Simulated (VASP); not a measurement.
Crystal: Bi.

```
CELL_PARAMETERS angstrom
-1.99180 1.99180 1.99180
1.99180 -1.99180 1.99180
1.99180 1.99180 -1.99180
ATOMIC_POSITIONS crystal
Bi 0.00000 0.00000 0.00000
```

This isn't the form of Bi at room conditions, which is rhombohedral.

| Quantity | Value |
| --- | --- |
| Program | VASP 6.6.1 |
| Task | relaxation of cell and atoms |
| Functional | LDA |
| Potentials or basis | VASP PAW LDA potentials, release 64 (Bi_d) |
| Cutoff | 600 eV |
| k mesh | 16 × 16 × 16 |
| Occupations | gaussian, width 0.1 eV |
| Spin | no spin polarisation |

At the start: pressure -3.9 GPa; volume 31.61 Å³/atom.

Task: How do energy, volume and symmetry change on relaxing?

Result: Over 3 steps the energy falls by 30.1 meV/atom and the volume is 29.34 Å³/atom (-7.2 %); space group Im-3m (No. 229, to 0.05 Å).

The path:
```
step  energy change (eV)  largest force (eV/Å)  pressure (GPa)  volume (Å³)
   1              0.0000                0.0000           -3.92        31.61
   2             -0.0207                0.0000            2.77        28.20
   3             -0.0301                0.0000            0.02        29.34
```

Final structure:
```
CELL_PARAMETERS angstrom
-1.94287 1.94287 1.94287
1.94287 -1.94287 1.94287
1.94287 1.94287 -1.94287
ATOMIC_POSITIONS crystal
Bi 0.00000 0.00000 0.00000
```
